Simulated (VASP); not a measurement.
SiW (relaxed from the WC structure, space group P-6m2): computed properties

Computed with r2SCAN meta-GGA, VASP's PBE PAW potentials (set 64) (plane waves; VASP).

```
Quantity                                                                                                   Result
----------------------------------  -----------------------------------------------------------------------------
space group                                                                                           P-6m2 (187)
cell                                a = 3.1404 Å, b = 3.1404 Å, c = 3.4802 Å, α = 90.00°, β = 90.00°, γ = 120.00°
volume per atom                                                                                    14.86 Å^3/atom
band gap (over mesh and band path)                                       none (metal, semimetal or under 0.01 eV)
density                                                                                               11.84 g/cm³
```

WSi is modelled in the hexagonal space group P-6m2 (No. 187), Pearson symbol hP2. Cell: a = 3.140 Å, b = 3.140 Å, c = 3.480 Å, α = 90.00°, β = 90.00°, γ = 120.00°. W on 1a has 6 Si at 2.513 Å and 6 W at 3.140 Å. Si on 1f is coordinated by 6 W at 2.513 Å (trigonal prismatic). (Neighbours: up to the widest gap in distance over summed covalent radii, below 1.35, at either atom; cation-cation and far metal-metal contacts left out.)

Unless said otherwise, spin-orbit coupling is left out, though it shifts the bands of the heavy elements here.

The structure was generated: SiW was put into the WC type (P-6m2), which need not be its known phase. It was relaxed first, which changed the volume by -14 %. Symmetry was kept, so distortions that lower it aren't found.
